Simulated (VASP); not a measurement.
Wanted: the native input for a VASP 6.6.1 run.

```yaml
Task: density of states
Functional: PBE
Potentials_or_basis: VASP PAW PBE potentials, release 64 (Ba_sv, V_sv, Tl_d, O)
Cutoff: 520 eV
k_mesh: 5 × 5 × 2
Occupations: fermi-dirac, width 0.05 eV
Spin: collinear spin, ferromagnetic start
Starting_moments: "[0.0, 0.0, 2.0, 2.0, 2.0, 0.0, 0.0, 0.0, 0.0, 0.0, 0.0, 0.0, 0.0, 0.0, 0.0, 0.0, 0.0, 0.0, 0.0, 0.0, 0.0, 0.0] μB"
k_mesh_for_the_DOS: 8 × 8 × 3
Occupations_for_the_DOS: tetrahedron
Further_INCAR_settings: ALGO = Normal; EDIFF = 1e-06; NBANDS = 119
```

The system is Ba2Tl5V3O12.

```xyz
22
Lattice="6.0437 0.0955 -0.4538 -2.5759 5.5423 0.0296 -1.2131 -2.0613 13.9220" Properties=species:S:1:pos:R:3 pbc="T T T"
Ba    4.7194   -0.8046    6.1878
Ba    0.3670    2.6389   12.1406
V     0.1608   -1.4176   13.5896
V    -1.1465    2.4057    4.6852
V     2.0769    0.3875    8.9985
Tl    1.7105    0.8620    5.1314
Tl   -0.5988   -1.1205   10.3877
Tl    2.1528    4.6633    2.1426
Tl   -0.6442    2.4806    8.2526
Tl    4.6157    2.5798    0.2326
O    -0.0497    0.2256    0.5967
O    -2.3278    3.0065   12.3078
O    -0.0689    0.1648   12.9199
O     2.8986    0.5177    0.4422
O     0.3476    2.9705    5.4039
O     3.5997    2.7997    5.3243
O    -0.9723    0.6618    4.5376
O    -1.4442    3.1282    3.1877
O     3.5874    0.6520    8.2032
O     1.4718    1.7922    9.8063
O     2.2468   -0.9305   10.1084
O     0.9035   -0.0177    7.7635
```

The cell was built by a generator and needn't be a form met in nature.

One way to write it, as run:

POSCAR

```
Ba2Tl5V3O12
1.0
    6.0437000000      0.0954900000     -0.4538500000
   -2.5758800000      5.5423000000      0.0296100000
   -1.2131500000     -2.0613200000     13.9219600000
Ba V Tl O
2 3 5 12
Direct
    0.8825100000      0.0156100000      0.4732000000
    0.5788600000      0.7968800000      0.8892200000
    0.2693600000      0.1058000000      0.9846800000
    0.1162900000      0.5582000000      0.3391400000
    0.6080700000      0.3069600000      0.6655200000
    0.4836100000      0.2899100000      0.3837300000
    0.0831100000      0.0748500000      0.7486900000
    0.7727900000      0.8939800000      0.1771900000
    0.2979100000      0.6659900000      0.6010700000
    0.9720100000      0.4663600000      0.0474000000
    0.0245800000      0.0564700000      0.0435400000
    0.1636900000      0.8697500000      0.8875400000
    0.3358500000      0.3728900000      0.9381800000
    0.5330800000      0.1024200000      0.0489200000
    0.4267400000      0.6776200000      0.4006300000
    0.9519700000      0.6420200000      0.4121100000
    0.0069600000      0.2404100000      0.3256500000
    0.0837300000      0.6486500000      0.2303200000
    0.8589000000      0.3321400000      0.6165200000
    0.6367300000      0.5816300000      0.7239000000
    0.5634300000      0.0992000000      0.7442300000
    0.3498400000      0.2022600000      0.5686200000
```

INCAR.step1

```
SYSTEM = Ba2Tl5V3O12
ALGO = Normal ; EDIFF = 1E-6
ENCUT = 520 ; GGA = PE
ISIF = 2 ; ISMEAR = -1
ISPIN = 2 ; KPAR = 4
LASPH = .TRUE. ; LCHARG = .TRUE.
LMAXMIX = 4 ; LREAL = .FALSE.
LWAVE = .FALSE. ; MAGMOM = 0 0 2 2 2 0 0 0 0 0 0 0 0 0 0 0 0 0 0 0 0 0
NBANDS = 119 ; NELM = 100
PREC = Accurate ; SIGMA = 0.05
```

KPOINTS.step1

```
k-points
0
G
  5 5 2
  0 0 0
```

INCAR.step2

```
SYSTEM = Ba2Tl5V3O12
ALGO = Normal ; EDIFF = 1E-6
ENCUT = 520 ; GGA = PE
ICHARG = 11 ; ISIF = 2
ISMEAR = -5 ; ISPIN = 2
KPAR = 4 ; LASPH = .TRUE.
LCHARG = .FALSE. ; LMAXMIX = 4
LORBIT = 11 ; LREAL = .FALSE.
LWAVE = .FALSE. ; MAGMOM = 0 0 2 2 2 0 0 0 0 0 0 0 0 0 0 0 0 0 0 0 0 0
NBANDS = 119 ; NEDOS = 2001
NELM = 100 ; PREC = Accurate
SIGMA = 0.05
```

KPOINTS.step2

```
k-points
0
G
  8 8 3
  0 0 0
```

Potentials or basis: VASP PAW PBE potentials, release 64 (Ba_sv, V_sv, Tl_d, O).

Launch:

```bash
$ cat potpaw_PBE.64/Ba_sv/POTCAR potpaw_PBE.64/V_sv/POTCAR potpaw_PBE.64/Tl_d/POTCAR potpaw_PBE.64/O/POTCAR > POTCAR
$ cp INCAR.step1 INCAR
$ cp KPOINTS.step1 KPOINTS
$ mpirun -np 4 vasp_std > vasp.out
$ cp INCAR.step2 INCAR
$ cp KPOINTS.step2 KPOINTS
$ mpirun -np 4 vasp_std > vasp.out
```

Results of the run:

The net moment is 0.00 μB per cell. The valence electrons inside the program's atomic spheres are Ba 7.91, 7.85; V 12.12, 12.11, 12.07; Tl 11.13, 11.10, 11.12, 11.11; O 4.97, 4.99, 4.98, 5.00.

Run time: 110 min on 4 MPI ranks on AMD EPYC 7R13 Processor (Zen 3), with other jobs on the host, peak memory 5.7 GiB a rank.
